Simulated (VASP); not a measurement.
# LiCl: exact exchange and RPA correlation, part 2 of 2

Wanted: where the RPA puts the energy minimum of LiCl. The scan starts from a database cell, scaled to the smallest volume of the series. The cell is of the rock-salt type, one of the forms listed for this formula. The start is a cell from a database of measured crystal structures.

VASP 6.6.1, plane waves and PAW; the level of theory is named at each step.

So far. Step 27 (Comparison: r2SCAN, volume ratio 1.03): Its energy is -6.2441 eV an atom, on a zero of its own. Step 28 (Orbitals for comparison: HSE06, volume ratio 1.03): The run ends at a pressure of -0.72 GPa.

The database entry behind the starting cell differs from later determinations by our own check (0.1 to 0.3 % short, probably kX units), so it need not match the best structure at ambient conditions.

## (29) Comparison: HSE06, volume ratio 1.03

This step: HSE06; plane waves and PAW (Cl_GW, Li_GW) (VASP 6.6.1).

INCAR reads:

```
SYSTEM = LiCl
PREC = Accurate
ENCUT = 300
EDIFF = 1E-06
NELM = 100
ISMEAR = 0
SIGMA = 0.05
LREAL = .FALSE.
ALGO = Normal
LHFCALC = .TRUE.
AEXX = 0.25
GGA = PE
HFSCREEN = 0.2
LASPH = .TRUE.
NBANDS = 10
PRECFOCK = Fast
LWAVE = .FALSE.
LCHARG = .FALSE.
KPAR = 8
```

POSCAR reads:

```
LiCl
1.0
    0.0000000000      2.5901654140      2.5901654140
    2.5901654140      0.0000000000      2.5901654140
    2.5901654140      2.5901654140      0.0000000000
Cl Li
1 1
Direct
    0.5000000000      0.5000000000      0.5000000000
    0.0000000000      0.0000000000      0.0000000000
```

KPOINTS reads:

```
Automatic mesh
0
Gamma
4 4 4
0 0 0
```

Potentials, in the order of the species: Cl_GW and Li_GW (PBE family, release 64).

The run starts from files that an earlier step left in the folder.

Run with:

```sh
mpirun -np 8 vasp_std
```

The job ended after 14 s (8 MPI ranks of AMD EPYC 7R43, shared host; peak memory 1.5 GiB; 1.7 min of CPU time).

Its energy is -4.2250 eV an atom, on a zero of its own.

## (30) Orbitals, volume ratio 1.06

This step: PBE; plane waves and PAW (Cl_GW, Li_GW) (VASP 6.6.1).

The same chain follows at a volume ratio of 1.06.

INCAR reads:

```
SYSTEM = LiCl
PREC = Accurate
ENCUT = 300
EDIFF = 1E-08
NELM = 100
ISMEAR = 0
SIGMA = 0.05
LREAL = .FALSE.
ALGO = Normal
GGA = PE
NBANDS = 10
LORBIT = 11
LWAVE = .TRUE.
LCHARG = .FALSE.
KPAR = 8
```

POSCAR reads:

```
LiCl
1.0
    0.0000000000      2.6150723786      2.6150723786
    2.6150723786      0.0000000000      2.6150723786
    2.6150723786      2.6150723786      0.0000000000
Cl Li
1 1
Direct
    0.5000000000      0.5000000000      0.5000000000
    0.0000000000      0.0000000000      0.0000000000
```

KPOINTS is that of step 29.

Run with:

```sh
mpirun -np 8 vasp_std
```

Run time: 2.6 s. Hardware: 8 MPI ranks; peak memory 0.79 GiB.

The run ends at a pressure of -1.56 GPa.

## (31) Exact exchange, volume ratio 1.06

This step: Hartree-Fock energy on PBE orbitals; plane waves and PAW (Cl_GW, Li_GW) (VASP 6.6.1).

INCAR reads:

```
SYSTEM = LiCl
PREC = Accurate
ENCUT = 300
ISMEAR = 0
SIGMA = 0.05
LREAL = .FALSE.
GGA = PE
NBANDS = 10
ALGO = Eigenval
NELM = 1
LHFCALC = .TRUE.
AEXX = 1
ALDAC = 0
AGGAC = 0
PRECFOCK = Normal
LWAVE = .FALSE.
LCHARG = .FALSE.
```

POSCAR is that of step 30.

KPOINTS is that of step 30.

The run starts from files that an earlier step left in the folder.

Run with:

```sh
mpirun -np 8 vasp_std
```

Run time: 5 s. Hardware: 8 MPI ranks; peak memory 0.63 GiB; 34 s of CPU time.

The Hartree-Fock energy on these orbitals is -6.2976 eV an atom.

## (32) Empty bands, volume ratio 1.06

This step: PBE; plane waves and PAW (Cl_GW, Li_GW) (VASP 6.6.1).

INCAR reads:

```
SYSTEM = LiCl
PREC = Accurate
ENCUT = 300
ISMEAR = 0
SIGMA = 0.05
LREAL = .FALSE.
GGA = PE
NBANDS = 440
ALGO = Exact
NELM = 1
LWAVE = .TRUE.
LCHARG = .FALSE.
LOPTICS = .TRUE.
NEDOS = 1000
CSHIFT = 0.1
```

POSCAR is that of step 31.

KPOINTS is that of step 31.

Run with:

```sh
mpirun -np 8 vasp_std
```

It took 2.8 s on 8 MPI ranks; peak memory 0.68 GiB.

WAVECAR now holds 440 bands for 8 electrons.

## (33) RPA correlation, volume ratio 1.06

This step: RPA correlation on PBE orbitals; plane waves and PAW (Cl_GW, Li_GW) (VASP 6.6.1).

INCAR reads:

```
SYSTEM = LiCl
PREC = Accurate
ENCUT = 300
ISMEAR = 0
SIGMA = 0.05
LREAL = .FALSE.
GGA = PE
NBANDS = 440
ALGO = ACFDT
ENCUTGW = 200
NOMEGA = 12
PRECFOCK = Fast
LWAVE = .FALSE.
LCHARG = .FALSE.
```

POSCAR is that of step 32.

KPOINTS is that of step 32.

Run with:

```sh
mpirun -np 8 vasp_std
```

The job ended after 47 s (8 MPI ranks; peak memory 1.1 GiB).

Extrapolated by the program to an infinite response cutoff, the correlation energy is -5.8344 eV an atom, +10 meV against the point before. With exact exchange the total is -12.1320 eV an atom.

## (34) Comparison: r2SCAN, volume ratio 1.06

This step: r2SCAN; plane waves and PAW (Cl_GW, Li_GW) (VASP 6.6.1).

INCAR reads:

```
SYSTEM = LiCl
PREC = Accurate
ENCUT = 300
EDIFF = 1E-06
NELM = 100
ISMEAR = 0
SIGMA = 0.05
LREAL = .FALSE.
ALGO = Normal
METAGGA = R2SCAN
LASPH = .TRUE.
NBANDS = 10
LWAVE = .FALSE.
LCHARG = .FALSE.
KPAR = 8
```

POSCAR is that of step 33.

KPOINTS is that of step 33.

Run with:

```sh
mpirun -np 8 vasp_std
```

Elapsed: 11 s, on 8 MPI ranks; peak memory 0.7 GiB.

Its energy is -6.2392 eV an atom, on a zero of its own.

## (35) Orbitals for comparison: HSE06, volume ratio 1.06

This step: PBE; plane waves and PAW (Cl_GW, Li_GW) (VASP 6.6.1).

INCAR reads:

```
SYSTEM = LiCl
PREC = Accurate
ENCUT = 300
EDIFF = 1E-05
NELM = 100
ISMEAR = 0
SIGMA = 0.05
LREAL = .FALSE.
ALGO = Normal
GGA = PE
NBANDS = 10
LORBIT = 11
LWAVE = .TRUE.
LCHARG = .FALSE.
KPAR = 8
```

POSCAR is that of step 34.

KPOINTS is that of step 34.

Run with:

```sh
mpirun -np 8 vasp_std
```

Elapsed: 2.6 s, on 8 MPI ranks; peak memory 0.79 GiB.

The run ends at a pressure of -1.54 GPa.

## (36) Comparison: HSE06, volume ratio 1.06

This step: HSE06; plane waves and PAW (Cl_GW, Li_GW) (VASP 6.6.1).

INCAR reads:

```
SYSTEM = LiCl
PREC = Accurate
ENCUT = 300
EDIFF = 1E-06
NELM = 100
ISMEAR = 0
SIGMA = 0.05
LREAL = .FALSE.
ALGO = Normal
LHFCALC = .TRUE.
AEXX = 0.25
GGA = PE
HFSCREEN = 0.2
LASPH = .TRUE.
NBANDS = 10
PRECFOCK = Fast
LWAVE = .FALSE.
LCHARG = .FALSE.
KPAR = 8
```

POSCAR is that of step 35.

KPOINTS is that of step 35.

The run starts from files that an earlier step left in the folder.

Run with:

```sh
mpirun -np 8 vasp_std
```

Wall time 15 s (8 MPI ranks); peak memory 1.5 GiB; 1.9 min of CPU time.

Its energy is -4.2203 eV an atom, on a zero of its own.

## (37) Summary

This step: exact exchange and RPA correlation on PBE orbitals, beside r2SCAN, beside HSE06; plane waves and PAW (VASP 6.6.1).

This step runs nothing: it gathers the runs above.

This step gave:

* equilibrium volume, EXX+RPA: 16.76 Å³/atom
* bulk modulus: 36.65 GPa

Table of energy above the lowest point by volume; values in meV/atom:

| volume (Å³/atom) | PBE | EXX | EXX+RPA | r2SCAN | HSE06 |
| --- | --- | --- | --- | --- | --- |
| 15.859 | 11.5 | 35.5 | 4.22 | 6.22 | 6.43 |
| 16.365 | 4.13 | 20.4 | 0.897 | 1.27 | 1.44 |
| 16.871 | 0.464 | 9.77 | 0 | 0 | 0 |
| 17.377 | 0 | 3.14 | 2.88 | 1.84 | 1.67 |
| 17.883 | 2.65 | 0 | 10.2 | 6.76 | 6.32 |

Cost is wall time times ranks on a shared host; the EXX and RPA rows hold the orbitals run too, the hybrid row not its starting run, and runs of a few seconds are mostly start-up. Fits of the equation of state:

| level | V0 (Å³/atom) | B0 (GPa) | fit error (meV/atom) | minimum inside the series | cost a point (core minutes) |
| --- | --- | --- | --- | --- | --- |
| PBE | 17.19 | 33.67 | 0.01967 | yes | 0.3 |
| EXX | 18.13 | 33.71 | 0.008024 | no | 0.96 |
| EXX+RPA | 16.76 | 36.65 | 0.01427 | yes | 6.33 |
| r2SCAN | 16.82 | 34.57 | 0.02685 | yes | 1.17 |
| HSE06 | 16.84 | 33.77 | 0.01518 | yes | 1.76 |

## (38) Summary of results

```json
{"PBE": "V0 17.19 Å³/atom, B0 33.7 GPa", "EXX": "V0 18.13 Å³/atom, B0 33.7 GPa (outside the series)", "EXX+RPA": "V0 16.76 Å³/atom, B0 36.6 GPa", "r2SCAN": "V0 16.82 Å³/atom, B0 34.6 GPa", "HSE06": "V0 16.84 Å³/atom, B0 33.8 GPa"}
```

Exact exchange with RPA correlation puts the minimum at 16.76 Å³ an atom, with a bulk modulus of 36.6 GPa. PBE puts the volume 2.6 % above EXX+RPA, at roughly 1/21 of its cost. r2SCAN puts the volume 0.38 % above EXX+RPA, at roughly 1/5 of its cost. HSE06 puts the volume 0.53 % above EXX+RPA, at roughly 1/4 of its cost. Mesh, ENCUT and response cutoff weren't varied, and the extrapolation in the response cutoff changes with the volume, so small differences in volume between the levels aren't resolved. Exact exchange and correlation are taken on one coarse mesh and aren't self-consistent; the correlation energy is extrapolated in the response cutoff by the program, which at the first volume adds -535 meV an atom to the value at the highest cutoff and varies with the volume; a small fit error says nothing about that part. NBANDS follows the largest plane-wave count of any k point, which rises in steps with the volume. The cheaper functionals share the mesh, and the fits are third-order Birch-Murnaghan curves. Not tabulated here, as repeats of values shown or as unfit to read for their mesh, reference level or band range: eps2 curves (empty bands); eps1 curves and static values (empty bands); gaps (empty bands).

[Lines on the potential files, build, host, timing and source positions are cut from VASP's logs without a mark.]

[Logs are printed without paths, hosts, clocks, repeated set-up lines and the standing remarks that a program may print on its own settings, such as how far it seeks lower states.]

[Hosts, paths, dates, database ids (printed as entryN), source tags and the programs' standing remarks are cut or masked in the printed files.]

[Pressures printed for these runs are not shown converged in the cutoff: they can be off by several GPa and have the wrong sign.]
